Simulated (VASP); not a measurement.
# In2Bi with LDA: from relaxation to properties, part 2 of 2

What structure and properties does LDA give In2Bi, and how near are they to the measured ones? The start is a cell from a database of measured crystal structures.

VASP 6.6.1; LDA; plane waves and PAW (In_d, Bi_d).

Still holding for the runs below: The k-mesh is coarse for a metal.

So far. Step 5 (Bands along the symmetry lines (LDA)): There is no gap at this level. Step 6 (Density of states (LDA)): The finer mesh and the other smearing move the Fermi level by -0.05 eV from the 5×5×4 run, a small shift, which tests the Fermi level alone. Of the states within 0.3 eV of the Fermi level, the largest shares in the PAW spheres are In p 19 %, Bi p 17 % and In s 10 %. The rest lies in smaller channels or between the spheres. The relaxed cell has a = 5.303, c = 6.640 Å (conventional setting).

### Step 7. Independent-particle dielectric function (LDA)

LOPTICS sums transitions from filled to empty bands. NBANDS is raised for it.

File INCAR:

```
SYSTEM = In2Bi
PREC = Accurate
ENCUT = 400
EDIFF = 1E-06
NELM = 100
ISMEAR = 1
SIGMA = 0.2
LREAL = .FALSE.
ALGO = Normal
GGA = CA
NBANDS = 89
LORBIT = 11
LWAVE = .FALSE.
LCHARG = .FALSE.
KPAR = 4
LOPTICS = .TRUE.
NEDOS = 1500
CSHIFT = 0.1
```

File POSCAR:

```
In2Bi
1.0
    5.3027491976      0.0000000000      0.0000000000
   -2.6513745988      4.5923155149      0.0000000000
    0.0000000000      0.0000000000      6.6403466881
In Bi
4 2
Direct
    0.0000000000      0.0000000000      0.0000000000
    0.0000000000      0.0000000000      0.5000000000
    0.3333333333      0.6666666667      0.7500000000
    0.6666666667      0.3333333333      0.2500000000
    0.3333333333      0.6666666667      0.2500000000
    0.6666666667      0.3333333333      0.7500000000
```

File KPOINTS:

```
Automatic mesh
0
Gamma
7 7 5
0 0 0
```

The projector-augmented-wave data sets are In_d and Bi_d (LDA family, release 64).

On the command line:

```console
$ mpirun -np 4 vasp_std
```

It took 26 s on 4 MPI ranks of AMD EPYC 9R45, shared host; peak memory 1.9 GiB; 1.7 min of CPU time.

These are independent-particle spectra without excitons or local fields, and fine structure depends on the mesh and on CSHIFT. The intraband (Drude) part is not in this spectrum.

Numbers from this step:

- SCF cycles: 11
- bands: 89
- free energy (TOTEN): -21.88 eV
- energy at zero smearing: -21.88 eV
- Fermi energy: 7.716 eV
- pressure: 0.4087 GPa

The imaginary dielectric function has structure finer than the step of the table below, so its rows give means over 1 eV, whole bins alone (the curve runs from 0 to 25.0 eV). Peaks (eV: height): xx 0.2: 294; zz 0.5: 82.5, 1.2: 61.2, 1.6: 67.7.

Imaginary dielectric function against photon energy; means over each step:

| photon energy (eV) | xx | zz |
| --- | --- | --- |
| 1 | 91.6 | 51.1 |
| 2 | 33.7 | 38.3 |
| 3 | 9.92 | 11.4 |
| 4 | 5.56 | 5.09 |
| 5 | 1.86 | 2.22 |
| 6 | 1.57 | 1.85 |
| 7 | 1.13 | 1.19 |
| 8 | 0.695 | 0.822 |
| 9 | 0.382 | 0.587 |
| 10 | 0.278 | 0.409 |
| 11 | 0.280 | 0.330 |
| 12 | 0.286 | 0.366 |
| 13 | 0.245 | 0.259 |
| 14 | 0.272 | 0.284 |
| 15 | 0.341 | 0.407 |
| 16 | 0.474 | 0.521 |
| 17 | 0.402 | 0.411 |
| 18 | 0.415 | 0.393 |
| 19 | 0.358 | 0.361 |
| 20 | 0.393 | 0.412 |
| 21 | 0.317 | 0.350 |
| 22 | 0.250 | 0.244 |
| 23 | 0.237 | 0.225 |
| 24 | 0.298 | 0.284 |

Real dielectric function against photon energy:

| photon energy (eV) | xx | zz |
| --- | --- | --- |
| 0.0 | 517 | 86.4 |
| 0.5 | 66.4 | 54.2 |
| 1.0 | -21.6 | 45.0 |
| 1.5 | -10.7 | 17.6 |
| 2.0 | -30.1 | -20.5 |
| 2.5 | -21.5 | -16.8 |
| 3.0 | -14.0 | -10.0 |
| 3.5 | -8.87 | -9.65 |
| 4.0 | -10.7 | -7.78 |
| 4.5 | -7.46 | -6.36 |
| 5.0 | -5.26 | -3.98 |
| 5.5 | -3.70 | -2.80 |
| 6.0 | -3.32 | -2.97 |
| 6.5 | -2.72 | -2.26 |
| 7.0 | -2.32 | -1.82 |
| 7.5 | -1.99 | -1.50 |
| 8.0 | -1.61 | -1.36 |
| 8.5 | -1.33 | -0.874 |
| 9.0 | -1.01 | -0.744 |
| 9.5 | -0.720 | -0.578 |
| 10.0 | -0.463 | -0.287 |
| 10.5 | -0.250 | -0.218 |
| 11.0 | -0.180 | 0.0119 |
| 11.5 | 0.00580 | 0.151 |
| 12.0 | 0.0990 | 0.154 |
| 12.5 | 0.183 | 0.256 |
| 13.0 | 0.254 | 0.291 |
| 13.5 | 0.378 | 0.463 |
| 14.0 | 0.469 | 0.602 |
| 14.5 | 0.544 | 0.653 |
| 15.0 | 0.609 | 0.652 |
| 15.5 | 0.682 | 0.782 |
| 16.0 | 0.565 | 0.512 |
| 16.5 | 0.529 | 0.556 |
| 17.0 | 0.581 | 0.645 |
| 17.5 | 0.632 | 0.630 |
| 18.0 | 0.615 | 0.607 |
| 18.5 | 0.563 | 0.626 |
| 19.0 | 0.650 | 0.772 |
| 19.5 | 0.674 | 0.687 |
| 20.0 | 0.591 | 0.657 |
| 20.5 | 0.599 | 0.635 |
| 21.0 | 0.625 | 0.642 |
| 21.5 | 0.623 | 0.617 |
| 22.0 | 0.610 | 0.612 |
| 22.5 | 0.745 | 0.762 |
| 23.0 | 0.679 | 0.693 |
| 23.5 | 0.792 | 0.819 |
| 24.0 | 0.779 | 0.790 |
| 24.5 | 0.720 | 0.760 |

At these settings, which differ from those of the relaxation, the cell is under a pressure of 0.4 GPa.

### Step 8. Field gradients at the nuclei (LDA)

Field gradients probe how far the charge around each nucleus departs from cubic symmetry; LASPH keeps the non-spherical terms inside the spheres.

File INCAR:

```
SYSTEM = In2Bi
PREC = Accurate
ENCUT = 400
EDIFF = 1E-07
NELM = 100
ISMEAR = 1
SIGMA = 0.2
LREAL = .FALSE.
ALGO = Normal
GGA = CA
NBANDS = 50
LORBIT = 11
LWAVE = .FALSE.
LCHARG = .FALSE.
KPAR = 4
LEFG = .TRUE.
LASPH = .TRUE.
```

POSCAR is that of step 7.

File KPOINTS:

```
Automatic mesh
0
Gamma
5 5 4
0 0 0
```

On the command line:

```console
$ mpirun -np 4 vasp_std
```

Run time: 11 s. Hardware: 4 MPI ranks; peak memory 0.82 GiB; 43 s of CPU time.

Numbers from this step:

```
SCF cycles              : 14
bands                   : 50
irreducible k-points    : 15
free energy (TOTEN)     : -22.00 eV
energy at zero smearing : -22.00 eV
Fermi energy            : 7.774 eV
pressure                : 0.03474 GPa
```

Electric field gradients, by row:

| atom | Vxx (V/Å²) | Vyy (V/Å²) | Vzz (V/Å²) | asymmetry |
| --- | --- | --- | --- | --- |
| In1 | 4.212 | 4.201 | -8.413 | 0.001 |
| In2 | 4.212 | 4.201 | -8.413 | 0.001 |
| In3 | -17.42 | -17.41 | 34.82 | 0 |
| In4 | -17.42 | -17.41 | 34.82 | 0 |
| Bi5 | 111.6 | 111.6 | -223.1 | 0 |
| Bi6 | 111.6 | 111.6 | -223.1 | 0 |

The largest gradient, -223.11 V/Å², sits on Bi5 and like sites; times the quadrupole moment of a nucleus that has one, it gives the coupling that NMR and NQR see.

### Step 9. Band structure (LDA), changed input

Levels along the symmetry lines show where the bands peak and cross; KPOINTS_OPT computes them in the converged potential. Some settings are moved from the usual, to see what they do.

File INCAR:

```
SYSTEM = In2Bi
PREC = Single
ENCUT = 400
EDIFF = 1E-06
NELM = 100
ISMEAR = 1
SIGMA = 0.2
LREAL = .FALSE.
ALGO = Normal
GGA = CA
NBANDS = 43
LORBIT = 11
LWAVE = .FALSE.
LCHARG = .FALSE.
KPAR = 4
NELECT = 82.02
```

POSCAR is that of step 8.

KPOINTS is that of step 8.

File KPOINTS_OPT:

```
Line mode
16
Line-mode
Reciprocal
  0.00000000   0.00000000   0.00000000 GAMMA
  0.50000000   0.00000000   0.00000000 M

  0.50000000   0.00000000   0.00000000 M
  0.33333333   0.33333333   0.00000000 K

  0.33333333   0.33333333   0.00000000 K
  0.00000000   0.00000000   0.00000000 GAMMA

  0.00000000   0.00000000   0.00000000 GAMMA
  0.00000000   0.00000000   0.50000000 A

  0.00000000   0.00000000   0.50000000 A
  0.50000000   0.00000000   0.50000000 L

  0.50000000   0.00000000   0.50000000 L
  0.33333333   0.33333333   0.50000000 H

  0.33333333   0.33333333   0.50000000 H
  0.00000000   0.00000000   0.50000000 A

  0.50000000   0.00000000   0.50000000 L
  0.50000000   0.00000000   0.00000000 M

  0.33333333   0.33333333   0.00000000 K
  0.33333333   0.33333333   0.50000000 H
```

On the command line:

```console
$ mpirun -np 4 vasp_std
```

The job ended after 76 s (4 MPI ranks; peak memory 0.83 GiB; 5 min of CPU time).

The run converged; its settings lie outside those of the reference runs, so its numbers are set aside.

Settings moved from the usual: PREC = Single, NBANDS = 43 and NELECT = 82.02.

NELECT differs from the neutral count, so the cell is charged against a uniform background: another system, not a numerical setting. NBANDS is too small here: the log warns that the highest band is occupied, so needed states are cut off. PREC = Single changes the FFT grids.

### Step 10. Results

| Property | Result |
| --- | --- |
| relaxed volume | 26.95 Å³/atom |
| relaxed conventional cell a, b, c | 5.303, 5.303, 6.640 Å; angles 90.0, 90.0, 120.0° |
| space group after relaxing, within 0.02 Å | P6_3/mmc (No. 194) |
| band gap | none, a metal |
| DOS at the Fermi level | 3.85 states/eV/cell |
| largest field gradient Vzz | -223.11 V/Å² on Bi5 |

What this shows: With LDA, In2Bi relaxes to 26.95 Å³/atom in space group P6_3/mmc (held by the symmetry of the run) and comes out as a metal. Against the listed cell the volume lies -4.8 % (a -3.2 %, c +1.5 %). Bands along the symmetry lines (LDA): Of the bands kept, 6 cross the Fermi level on this path. Spin-orbit coupling is left out, and with elements this heavy it would split and shift bands near the Fermi level. The k-sampling is coarse for a metal, so the Fermi level, pressures and the shape of the cell carry errors. No search among competing phases was made, and a listed structure need not be the one stable at ambient conditions. All values are for a static lattice at zero temperature.

Computed beside measured:

| quantity | measured | LDA |
| --- | --- | --- |
| lattice constant a (Å) | 5.4728 | 5.303 (-3.1 %) |
| lattice constant c (Å) | 6.5333 | 6.640 (+1.6 %) |

Measured values from arxiv:2105.11850 (2021).

How well it matches: The lattice constant a is off by -3.1 %: a clear miss. The lattice constant c is off by +1.6 %: fair agreement. The grades are ours: good and fair within 0.7 and 1.5 % for the lattice constant a and 0.8 and 2 % for the lattice constant c. For lattice constants the calculation has a static lattice, without zero-point motion or thermal expansion (measured at up to 150 K).

[Lines on the potential files, build, host, timing and source positions are cut from VASP's logs without a mark.]

[Logs are printed without paths, hosts, clocks, repeated set-up lines and the standing remarks that a program may print on its own settings, such as how far it seeks lower states.]

[Hosts, paths, dates, database ids (printed as entryN), source tags and the programs' standing remarks are cut or masked in the printed files.]

[A measured line is paired with the nearest computed mode of its activity, which favours agreement.]
